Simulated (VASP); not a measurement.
Given:

```yaml
crystal:
  lattice:
    - [0.00000, 2.22361, 2.22361]
    - [2.22361, 0.00000, 2.22361]
    - [2.22361, 2.22361, 0.00000]
  atoms:
    - { symbol: Nb, position: [0.00000, 0.00000, 0.00000] }
    - { symbol: C, position: [0.50000, 0.50000, 0.50000] }
```

The numbers are results of PBEsol GGA, VASP's PBE PAW potentials (set 64) (plane waves; VASP), not measurements. Numerical set-up: 520 eV cut-off, 16×16×16 Γ-centred mesh, tetrahedra with Blöchl corrections, potentials Nb_sv C.

Q: What does the run give for the energy per atom (σ→0), band gap (on the k-mesh) with the smallest direct gap where there is one?

A: 
```json
{
 "band gap (on the k-mesh)": "none (metal, semimetal or under 0.01 eV)",
 "energy per atom (σ→0)": "-10.929 eV/atom"
}
```

Total energies compare only between runs with the same potentials, cut-off and functional.

The structure was generated: NbC was put into the rock salt type (Fm-3m), which need not be its known phase. It was relaxed first, which changed the volume by -37 %. The electron count is odd and the run is not spin-polarised, which forces a metal.
